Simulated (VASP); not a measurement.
An input for Ansatz (written as the equivalent of a VASP run, and not itself run):

Ansatz 0.2 input:
```yaml
crystal:
  lattice:
    - [-1.6188756, 1.6188756, 1.6188756]
    - [1.6188756, -1.6188756, 1.6188756]
    - [1.6188756, 1.6188756, -1.6188756]
  atoms:
    - { symbol: Ta, position: [0.0000000, 0.0000000, 0.0000000] }
kpoints:
  mp_grid: { grid: [15, 15, 15] }
hamiltonian:
  xc: r2scan
  pseudopotentials: { kind: paw }
scf:
  occupations: { method: methfessel_paxton, width: 0.1 }
  max_iter: 100
output: { forces: true, stress: true, eigenvalues: true }
```

**Question.** Translate this input to VASP (INCAR, KPOINTS, POSCAR, choice of POTCAR).

**Answer.** One answer among several that fit: 
INCAR:
```
! general
SYSTEM  = Ta
PREC    = Accurate
ENCUT   = 520   ! plane-wave cut-off (eV)
LREAL   = .FALSE.   ! projection in real space or not
LASPH   = .TRUE.   ! aspherical one-centre terms

! electronic loop
EDIFF   = 1E-7   ! SCF stop (eV)
NELM    = 100
ALGO    = Normal   ! blocked Davidson
LMAXMIX = 6   ! l cut-off of mixed one-centre charges
LMIXTAU = .TRUE.

! smearing
ISMEAR  = 1   ! Methfessel-Paxton
SIGMA   = 0.1   ! width (eV)

! functional
METAGGA = R2SCAN

! ions
ISIF    = 2

! output
LWAVE   = .FALSE.
LCHARG  = .FALSE.
```

### KPOINTS
```
Automatic mesh
0
Gamma
15 15 15
0 0 0
```

POSCAR:
```
Ta
1.0
 -1.6188756008   1.6188756008   1.6188756008
  1.6188756008  -1.6188756008   1.6188756008
  1.6188756008   1.6188756008  -1.6188756008
Ta
1
Cartesian
  0.0000000000   0.0000000000   0.0000000000
```

POTCAR, in this order: Ta_pv (PBE.64 set). Program: vasp_std.

What does not carry over: each code has its own PAW files, so the cut-off isn't converted (ENCUT is set for VASP's; basis.ecutwfc is left out, and Ansatz then takes the one that its files recommend); Ansatz stops its SCF on the density residual and VASP on the energy change (EDIFF).

The compound is Ta in the bcc structure. This cell is one point of a volume scan, at 0.94 of the reference volume.
